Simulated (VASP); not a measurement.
# HgTe: how numerical settings change the zone-centre modes

Aim: test the modes of HgTe against the numerical settings. The starting structure is a measured crystal structure from the Crystallography Open Database.

Main program and level: VASP 6.6.1; Kohn-Sham DFT with plane waves and PAW; LDA.

## (1) The structure

It takes space group F-43m (No. 216, cubic). The conventional cell has a = 6.460 Å, b = 6.460 Å, c = 6.460 Å, α = 90.00°, β = 90.00°, γ = 90.00°. Nearest to Hg lie 4 Te at 2.80 Å. Nearest to Te lie 4 Hg at 2.80 Å. Farther neighbours and most contacts between anions are not listed.

Structure file:

```cif
data_structure
_symmetry_space_group_name_H-M 'P 1'
_symmetry_Int_Tables_number 1
_cell_length_a 4.5679
_cell_length_b 4.5679
_cell_length_c 4.5679
_cell_angle_alpha 60.000
_cell_angle_beta 60.000
_cell_angle_gamma 60.000
_cell_volume 67.40
loop_
_atom_site_label
_atom_site_type_symbol
_atom_site_fract_x
_atom_site_fract_y
_atom_site_fract_z
_atom_site_occupancy
Hg1 Hg 0.00000 0.00000 0.00000 1
Te2 Te 0.75000 0.75000 0.75000 1
```

## (2) Reference modes

The cell comes from a relaxation at this level, not shown (67.04 Å³).

Contents of INCAR:

```
SYSTEM = HgTe
PREC = Accurate
ENCUT = 450
EDIFF = 1E-08
NELM = 100
ISMEAR = 0
SIGMA = 0.05
LREAL = .FALSE.
ALGO = Normal
GGA = CA
NBANDS = 15
LORBIT = 11
LWAVE = .FALSE.
LCHARG = .FALSE.
KPAR = 4
IBRION = 8
ISIF = 2
```

Contents of POSCAR:

```
HgTe
1.0
    0.0000000000      3.2243247313      3.2243247313
    3.2243247313      0.0000000000      3.2243247313
    3.2243247313      3.2243247313      0.0000000000
Hg Te
1 1
Direct
    0.0000000000      0.0000000000      0.0000000000
    0.7500000000      0.7500000000      0.7500000000
```

Contents of KPOINTS:

```
Automatic mesh
0
Gamma
10 10 10
0 0 0
```

The projector-augmented-wave data sets are Hg and Te (LDA family, release 64).

Launch:

```console
$ mpirun -np 4 vasp_std
```

The program printed:

```text
[banner, memory and clock lines left out]
running    4 mpi-ranks, on    1 nodes
 distrk:  each k-point on    1 cores,    4 groups
 distr:  one band on    1 cores,    1 groups

 POSCAR found type information on POSCAR HgTe
 POSCAR found :  2 types and       2 ions
 LDA part: xc-table for (Slater(with rela. corr.)+CA(PZ))
 , standard interpolation
 POSCAR, INCAR and KPOINTS ok, starting setup
 FFT: planning ... GRIDC
 FFT: planning ... GRID_SOFT
 FFT: planning ... GRID
 WAVECAR not read
 entering main loop
       N       E                     dE             d eps       ncg     rms          rms(c)
DAV:   1     0.967746529159E+02    0.96775E+02   -0.73543E+03  1410   0.920E+02
DAV:   2    -0.181510297307E+01   -0.98590E+02   -0.93188E+02  1627   0.228E+02
DAV:   3    -0.523511925836E+01   -0.34200E+01   -0.34115E+01  1718   0.442E+01
DAV:   4    -0.526820432948E+01   -0.33085E-01   -0.33083E-01  2135   0.397E+00
DAV:   5    -0.526827576986E+01   -0.71440E-04   -0.71440E-04  1830   0.176E-01    0.779E+00
DAV:   6    -0.505530411425E+01    0.21297E+00   -0.42929E-01  1613   0.931E+00    0.617E+00
DAV:   7    -0.504152813445E+01    0.13776E-01   -0.96028E-02  1550   0.226E+00    0.218E+00
DAV:   8    -0.503884662652E+01    0.26815E-02   -0.10693E-02  1641   0.127E+00    0.547E-01
DAV:   9    -0.503849189617E+01    0.35473E-03   -0.72680E-04  1781   0.309E-01    0.124E-01
DAV:  10    -0.503848575495E+01    0.61412E-05   -0.67219E-05  1751   0.771E-02    0.524E-02
DAV:  11    -0.503848767405E+01   -0.19191E-05   -0.15961E-05  1677   0.370E-02    0.278E-02
DAV:  12    -0.503848656050E+01    0.11136E-05   -0.28720E-06  1578   0.155E-02    0.125E-02
DAV:  13    -0.503848658301E+01   -0.22506E-07   -0.22253E-07  1760   0.297E-03    0.892E-03
DAV:  14    -0.503848654742E+01    0.35586E-07   -0.85431E-08  1655   0.361E-03    0.184E-03
DAV:  15    -0.503848654552E+01    0.19002E-08   -0.21994E-08  1522   0.796E-04
   1 F= -.50384865E+01 E0= -.50384478E+01  d E =-.774149E-04
 Linear response reoptimize wavefunctions to high precision
DAV:   1    -0.503848654552E+01    0.90949E-12   -0.47862E-10  1125   0.150E-04
 Linear response DOF=           2
 Linear response progress:
  Degree of freedom:   1/  2
       N       E                     dE             d eps       ncg     rms          rms(c)
RMM:   1    -0.379462331226E+00   -0.37946E+00   -0.15100E-01  8246   0.276E+00
RMM:   2    -0.377772169060E+00    0.16902E-02   -0.17120E-03  7845   0.294E-01    0.124E-01
RMM:   3    -0.377378726541E+00    0.39344E-03   -0.76260E-05  8532   0.527E-02    0.735E-02
RMM:   4    -0.377036933444E+00    0.34179E-03   -0.47774E-05  8239   0.387E-02    0.159E-02
RMM:   5    -0.377034178182E+00    0.27553E-05   -0.18691E-06  8977   0.876E-03    0.201E-03
RMM:   6    -0.377043076315E+00   -0.88981E-05   -0.91450E-08  8857   0.152E-03    0.559E-04
RMM:   7    -0.377043498911E+00   -0.42260E-06   -0.64906E-08  8986   0.527E-04    0.109E-04
RMM:   8    -0.377043261009E+00    0.23790E-06   -0.58106E-08  9173   0.223E-04    0.487E-05
RMM:   9    -0.377043407191E+00   -0.14618E-06   -0.54933E-08  9033   0.156E-04    0.824E-06
RMM:  10    -0.377043402578E+00    0.46130E-08   -0.53386E-08  9519   0.124E-04    0.268E-06
 first order change of Fermi-energy  -0.94410E-04
 force on displaced ion       1 direction 1 :  -3.911   0.000   0.000
 Linear response progress:
  Degree of freedom:   2/  2
       N       E                     dE             d eps       ncg     rms          rms(c)
RMM:   1    -0.481116100451E-01   -0.48112E-01    0.58026E-02 12615   0.106E+00
RMM:   2    -0.485836704536E-01   -0.47206E-03   -0.17293E-03  8004   0.280E-01    0.127E-01
RMM:   3    -0.485855856808E-01   -0.19152E-05   -0.10299E-04  8306   0.596E-02    0.776E-02
RMM:   4    -0.486282750174E-01   -0.42689E-04   -0.29957E-05  8355   0.312E-02    0.878E-03
RMM:   5    -0.486317207877E-01   -0.34458E-05   -0.11864E-06  8520   0.612E-03    0.451E-03
RMM:   6    -0.486317548981E-01   -0.34110E-07    0.29658E-08  8588   0.164E-03    0.184E-03
RMM:   7    -0.486300299877E-01    0.17249E-05    0.91427E-08  8543   0.599E-04    0.762E-04
RMM:   8    -0.486300724237E-01   -0.42436E-07    0.96446E-09  8695   0.218E-04    0.184E-04
RMM:   9    -0.486300940758E-01   -0.21652E-07    0.21670E-08  8574   0.714E-05    0.142E-05
RMM:  10    -0.486301294287E-01   -0.35353E-07    0.41972E-08  8907   0.346E-05    0.608E-06
RMM:  11    -0.486301515430E-01   -0.22114E-07    0.37555E-08  8256   0.270E-05    0.305E-06
RMM:  12    -0.486301537233E-01   -0.21802E-08    0.28660E-08  6524   0.240E-05    0.456E-07
 first order change of Fermi-energy   0.32705E-03
 force on displaced ion       2 direction 1 :  -3.906  -0.000  -0.000
 Linear response finished
```

It took 2.4 min on 4 MPI ranks of AMD EPYC 7R43, shared host; peak memory 1.5 GiB; 9.3 min of CPU time.

The logs omit lines about the potential files and the build; timing stands in the text.

From OUTCAR (step 2):

```text
ion  position               nearest neighbor table
   1  0.000  0.000  0.000-   2 2.79   2 2.79   2 2.79   2 2.79
   2  0.750  0.750  0.750-   1 2.79   1 2.79   1 2.79   1 2.79

  LATTYP: Found a face centered cubic cell.
 ALAT       =     6.4486494626

 Subroutine GETGRP returns: Found 24 space group operations
 (whereof 24 operations were pure point group operations)

The static configuration has the point symmetry T_d .

 Found     47 irreducible k-points:

   k-points           NKPTS =     47   k-points in BZ     NKDIM =     47   number of bands    NBANDS=     15

   dimension x,y,z NGX =    32 NGY =   32 NGZ =   32
   dimension x,y,z NGXF=    64 NGYF=   64 NGZF=   64

   ENCUT  =  450.0 eV  33.07 Ry    5.75 a.u.   7.89  7.89  7.89*2*pi/ulx,y,z

   NELECT =      18.0000    total number of electrons

 k-points in reciprocal lattice and weights: Automatic mesh
   0.00000000  0.00000000  0.00000000       0.001
   0.10000000  0.00000000  0.00000000       0.008
   0.20000000  0.00000000  0.00000000       0.008
   0.30000000  0.00000000  0.00000000       0.008
   0.40000000  0.00000000  0.00000000       0.008
   0.50000000  0.00000000  0.00000000       0.004
   0.10000000  0.10000000  0.00000000       0.006
   0.20000000  0.10000000  0.00000000       0.024
   0.30000000  0.10000000  0.00000000       0.024
[...]
-0.30000000  0.40000000  0.20000000       0.024
  -0.30000000  0.50000000  0.20000000       0.012

 average (electrostatic) potential at core
       1 -40.7916       2 -92.2149

  Total       -0.0018476     -0.0018476     -0.0018476     -0.0000000     -0.0000000      0.0000000
  in kB       -0.0441538     -0.0441538     -0.0441538     -0.0000000     -0.0000000      0.0000000
  external PRESSURE =      -0.0441538 kB  Pullay stress =       0.0000000 kB

  energy-cutoff  :      450.00
  volume of cell :       67.04
      direct lattice vectors                 reciprocal lattice vectors
     0.000000000  3.224324731  3.224324731    -0.155071229  0.155071229  0.155071229
     3.224324731  0.000000000  3.224324731     0.155071229 -0.155071229  0.155071229
     3.224324731  3.224324731  0.000000000     0.155071229  0.155071229 -0.155071229

 POSITION                                       TOTAL-FORCE (eV/Angst)
 -----------------------------------------------------------------------------------
      0.00000      0.00000      0.00000        -0.000000     -0.000000     -0.000000
      4.83649      4.83649      4.83649         0.000000      0.000000      0.000000
 -----------------------------------------------------------------------------------
    total drift:                               -0.000000     -0.000000      0.000000

 Eigenvectors and eigenvalues of the dynamical matrix
 ----------------------------------------------------

   1 f  =    3.499669 THz    21.989066 2PiTHz  116.736376 cm-1    14.473459 meV
             X         Y         Z           dx          dy          dz
      0.000000  0.000000  0.000000    -0.623788    0.000000    0.000000
      4.836487  4.836487  4.836487     0.781594    0.000000    0.000000

   2 f  =    3.499669 THz    21.989066 2PiTHz  116.736376 cm-1    14.473459 meV
             X         Y         Z           dx          dy          dz
      0.000000  0.000000  0.000000     0.000000    0.623788    0.000000
      4.836487  4.836487  4.836487     0.000000   -0.781594    0.000000

   3 f  =    3.499669 THz    21.989066 2PiTHz  116.736376 cm-1    14.473459 meV
             X         Y         Z           dx          dy          dz
      0.000000  0.000000  0.000000     0.000000    0.000000   -0.623788
      4.836487  4.836487  4.836487     0.000000    0.000000    0.781594

   4 f/i=    0.001119 THz     0.007034 2PiTHz    0.037341 cm-1     0.004630 meV
             X         Y         Z           dx          dy          dz
      0.000000  0.000000  0.000000     0.000000    0.753231   -0.208644
      4.836487  4.836487  4.836487     0.000000    0.601151   -0.166518

   5 f/i=    0.001119 THz     0.007034 2PiTHz    0.037341 cm-1     0.004630 meV
             X         Y         Z           dx          dy          dz
      0.000000  0.000000  0.000000    -0.781594    0.000000    0.000000
      4.836487  4.836487  4.836487    -0.623788    0.000000    0.000000

   6 f/i=    0.001119 THz     0.007034 2PiTHz    0.037341 cm-1     0.004630 meV
             X         Y         Z           dx          dy          dz
      0.000000  0.000000  0.000000     0.000000   -0.208644   -0.753231
      4.836487  4.836487  4.836487     0.000000   -0.166518   -0.601151

 ELASTIC MODULI CONTR FROM IONIC RELAXATION (kBar)
 Direction    XX          YY          ZZ          XY          YZ          ZX
 --------------------------------------------------------------------------------
 XX          -0.0000     -0.0000     -0.0000     -0.0000     -0.0000      0.0000
 YY          -0.0000     -0.0000     -0.0000     -0.0000     -0.0000     -0.0000
 ZZ          -0.0000     -0.0000     -0.0000     -0.0000     -0.0000      0.0000
 XY          -0.0000     -0.0000     -0.0000   -178.8482     -0.0000     -0.0000
 YZ          -0.0000     -0.0000     -0.0000     -0.0000   -178.8482     -0.0000
 ZX           0.0000     -0.0000      0.0000     -0.0000     -0.0000   -178.8482
 --------------------------------------------------------------------------------
```

Energies printed during the response cycles are not total energies of the cell.

Reference: the zone-centre mode is T2 116.7 cm⁻¹.

## (3) Modes with a 5×5×5 mesh

Against step 2 the input has a 5×5×5 mesh.

INCAR is that of step 2.

POSCAR is that of step 2.

Contents of KPOINTS:

```
Automatic mesh
0
Gamma
5 5 5
0 0 0
```

Launch:

```console
$ mpirun -np 4 vasp_std
```

The program printed:

```text
[... set-up lines as in an earlier step ...]
 entering main loop
       N       E                     dE             d eps       ncg     rms          rms(c)
DAV:   1     0.989385221040E+02    0.98939E+02   -0.74805E+03   300   0.929E+02
DAV:   2    -0.181078228657E+01   -0.10075E+03   -0.95817E+02   349   0.231E+02
DAV:   3    -0.520551948048E+01   -0.33947E+01   -0.33875E+01   377   0.448E+01
DAV:   4    -0.523834629471E+01   -0.32827E-01   -0.32825E-01   428   0.391E+00
[...]
DAV:  13    -0.500358563511E+01   -0.22297E-07   -0.25162E-07   377   0.310E-03    0.881E-03
DAV:  14    -0.500358559275E+01    0.42360E-07   -0.12122E-07   349   0.423E-03    0.822E-04
DAV:  15    -0.500358559324E+01   -0.48817E-09   -0.23025E-08   328   0.895E-04
   1 F= -.50035856E+01 E0= -.50032771E+01  d E =-.617049E-03
 Linear response reoptimize wavefunctions to high precision
DAV:   1    -0.500358559308E+01    0.16075E-09   -0.41529E-10   220   0.147E-04
DAV:   2    -0.500358559313E+01   -0.49340E-10   -0.56348E-11   192   0.535E-05
 Linear response DOF=           2
 Linear response progress:
[...]
RMM:   8    -0.377070917156E+00    0.44942E-07   -0.36388E-09  1466   0.745E-05    0.410E-05
RMM:   9    -0.377070996578E+00   -0.79422E-07   -0.56967E-10  1403   0.338E-05    0.926E-06
RMM:  10    -0.377070998319E+00   -0.17410E-08    0.11251E-08  1446   0.582E-06    0.269E-06
 first order change of Fermi-energy  -0.11666E-03
 force on displaced ion       1 direction 1 :  -3.864  -0.000  -0.000
 Linear response progress:
  Degree of freedom:   2/  2
       N       E                     dE             d eps       ncg     rms          rms(c)
RMM:   1    -0.480560328166E-01   -0.48056E-01    0.59066E-02  1965   0.106E+00
RMM:   2    -0.486710435117E-01   -0.61501E-03   -0.16160E-03  1260   0.277E-01    0.130E-01
RMM:   3    -0.486862143210E-01   -0.15171E-04   -0.13303E-04  1306   0.595E-02    0.794E-02
RMM:   4    -0.487295049629E-01   -0.43291E-04   -0.39535E-05  1310   0.309E-02    0.918E-03
[...]
RMM:  10    -0.487320104904E-01   -0.39854E-07    0.58847E-10  1374   0.119E-05    0.843E-06
RMM:  11    -0.487320354133E-01   -0.24923E-07    0.60321E-09  1281   0.474E-06    0.362E-06
RMM:  12    -0.487320398826E-01   -0.44693E-08    0.22153E-09   938   0.132E-06    0.600E-07
 first order change of Fermi-energy   0.39958E-03
 force on displaced ion       2 direction 1 :  -3.859   0.000   0.000
 Linear response finished
```

Run time: 36 s. Hardware: 4 MPI ranks; peak memory 0.74 GiB.

Parts of OUTCAR (step 3):

```text
  Total        0.0717668      0.0717668      0.0717668     -0.0000000     -0.0000000      0.0000000
  in kB        1.7150946      1.7150946      1.7150946     -0.0000000     -0.0000000      0.0000000
  external PRESSURE =       1.7150946 kB  Pullay stress =       0.0000000 kB

 POSITION                                       TOTAL-FORCE (eV/Angst)
 -----------------------------------------------------------------------------------
      0.00000      0.00000      0.00000         0.000000      0.000000      0.000000
      4.83649      4.83649      4.83649        -0.000000     -0.000000     -0.000000
 -----------------------------------------------------------------------------------
    total drift:                               -0.000000     -0.000000      0.000000

[... 1 part as in an earlier step ...]

[... 1 further part left out ...]
```

With a 5×5×5 mesh the mode is T2 116.0 cm⁻¹, -0.7 cm⁻¹ from the reference.

## (4) Modes with a cutoff of 230 eV

Against step 2 the input has ENCUT = 230.

INCAR, as its differences from that of step 3:

```diff
@@ -2,3 +2,3 @@
 PREC = Accurate
-ENCUT = 450
+ENCUT = 230
 EDIFF = 1E-08
```

POSCAR is that of step 3.

Contents of KPOINTS:

```
Automatic mesh
0
Gamma
10 10 10
0 0 0
```

Launch:

```console
$ mpirun -np 4 vasp_std
```

The program printed:

```text
[... set-up lines as in an earlier step ...]
 entering main loop
       N       E                     dE             d eps       ncg     rms          rms(c)
DAV:   1     0.534694211121E+02    0.53469E+02   -0.52257E+03  1537   0.528E+02
DAV:   2    -0.377499690005E+01   -0.57244E+02   -0.55326E+02  1718   0.163E+02
DAV:   3    -0.524307133350E+01   -0.14681E+01   -0.14665E+01  1669   0.261E+01
DAV:   4    -0.525836423345E+01   -0.15293E-01   -0.15293E-01  1986   0.230E+00
[...]
DAV:  14    -0.502605150405E+01    0.16012E-07   -0.17150E-08  1371   0.159E-03    0.980E-03
DAV:  15    -0.502605148544E+01    0.18611E-07   -0.23708E-08  1466   0.957E-04    0.668E-03
DAV:  16    -0.502605148317E+01    0.22762E-08   -0.15673E-09   817   0.248E-04
   1 F= -.50260515E+01 E0= -.50260128E+01  d E =-.774125E-04
 Linear response reoptimize wavefunctions to high precision
DAV:   1    -0.502605147868E+01    0.44831E-08   -0.20677E-09  1324   0.360E-04
DAV:   2    -0.502605147876E+01   -0.77080E-10   -0.33210E-10   803   0.115E-04
 Linear response DOF=           2
 Linear response progress:
[...]
RMM:  10    -0.375764642147E+00    0.16622E-07   -0.74876E-10  8744   0.138E-05    0.307E-06
RMM:  11    -0.375764633477E+00    0.86706E-08   -0.64102E-10  7523   0.108E-05    0.324E-07
 first order change of Fermi-energy  -0.89646E-04
 force on displaced ion       1 direction 1 :  -3.861   0.000   0.000
 Linear response progress:
  Degree of freedom:   2/  2
       N       E                     dE             d eps       ncg     rms          rms(c)
RMM:   1    -0.476169872765E-01   -0.47617E-01    0.60543E-02 12539   0.103E+00
RMM:   2    -0.483297950546E-01   -0.71281E-03   -0.15557E-03  8040   0.238E-01    0.125E-01
RMM:   3    -0.483180114772E-01    0.11784E-04   -0.71201E-05  8325   0.459E-02    0.766E-02
RMM:   4    -0.483582345169E-01   -0.40223E-04   -0.33966E-05  8400   0.310E-02    0.652E-03
RMM:   5    -0.483585588121E-01   -0.32430E-06   -0.86279E-07  8595   0.537E-03    0.414E-03
RMM:   6    -0.483591735623E-01   -0.61475E-06   -0.33458E-09  8572   0.167E-03    0.126E-03
RMM:   7    -0.483580512026E-01    0.11224E-05    0.59548E-08  8616   0.453E-04    0.578E-04
RMM:   8    -0.483580543982E-01   -0.31956E-08    0.16464E-09  8720   0.155E-04    0.121E-04
 first order change of Fermi-energy   0.32257E-03
 force on displaced ion       2 direction 1 :  -3.864  -0.000  -0.000
 Linear response finished
```

Elapsed: 64 s, on 4 MPI ranks; peak memory 0.78 GiB.

Parts of OUTCAR (step 4):

```text
  Total       -0.4612628     -0.4612628     -0.4612628     -0.0000000     -0.0000000      0.0000000
  in kB      -11.0233278    -11.0233278    -11.0233278     -0.0000000     -0.0000000      0.0000000
  external PRESSURE =     -11.0233278 kB  Pullay stress =       0.0000000 kB

 POSITION                                       TOTAL-FORCE (eV/Angst)
 -----------------------------------------------------------------------------------
      0.00000      0.00000      0.00000        -0.000000     -0.000000      0.000000
      4.83649      4.83649      4.83649         0.000000      0.000000     -0.000000
 -----------------------------------------------------------------------------------
    total drift:                                0.000000      0.000000      0.000000

[... 1 part as in an earlier step ...]

[... 1 further part left out ...]
```

With a cutoff of 230 eV the mode is T2 116.1 cm⁻¹, -0.6 cm⁻¹ from the reference.

(Continued in part 2 of 2.)

[Lines on the potential files, build, host, timing and source positions are cut from VASP's logs without a mark.]

[Logs are printed without paths, hosts, clocks, repeated set-up lines and the standing remarks that a program may print on its own settings, such as how far it seeks lower states.]

[Hosts, paths, dates, database ids (printed as entryN), source tags and the programs' standing remarks are cut or masked in the printed files.]
